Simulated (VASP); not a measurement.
Given:

```yaml
crystal:
  lattice:
    - [3.89787, 0.00000, 0.00000]
    - [0.00000, 3.89787, 0.00000]
    - [0.00000, 0.00000, 3.89787]
  atoms:
    - { symbol: Ti, position: [0.00000, 0.00000, 0.00000] }
    - { symbol: Pt, position: [0.00000, 0.50000, 0.50000] }
    - { symbol: Pt, position: [0.50000, 0.00000, 0.50000] }
    - { symbol: Pt, position: [0.50000, 0.50000, 0.00000] }
```

Method: PBEsol GGA, VASP's PBE PAW potentials (set 64) (plane waves; VASP). Run with 480 eV cut-off, 8×8×8 Γ-centred mesh, first-order Methfessel-Paxton smearing of 0.10 eV, potentials Ti_sv Pt.

Each row applies one change to this cell, which was relaxed at other settings and keeps the small stress of the first row; at a fixed cut-off the stress holds a Pulay part, so it need not integrate to ΔE exactly. Stress is in GPa, positive when the cell is compressed.

| change | ΔE (meV/atom) | σxx | σyy | σzz | largest shear component, with its sign (GPa) | largest force (eV/Å) |
|---|---|---|---|---|---|---|
| none | 0.0 | 0.06 | 0.06 | 0.06 | 0.00 | 0.000 |
| atom 1 (Ti) moved by -0.200 Å along y | 23.6 | 1.76 | 2.26 | 1.76 | 0.00 | 0.997 |
| biaxial strain of +0.5 % in the yz plane | 1.2 | -2.08 | -2.75 | -2.75 | 0.00 | 0.000 |
| atom 1 (Ti) moved by -0.075 Å along z | 3.2 | 0.29 | 0.29 | 0.38 | 0.00 | 0.341 |
| isotropic strain of -4.0 % | 210.8 | 44.47 | 44.47 | 44.47 | 0.00 | 0.000 |
| isotropic strain of -1.0 % | 12.0 | 8.72 | 8.72 | 8.72 | 0.00 | 0.000 |

Failed runs are left out, and for metals the shear rows, which the mesh's noise covers.

The compound is Pt3Ti in the L1_2 structure.
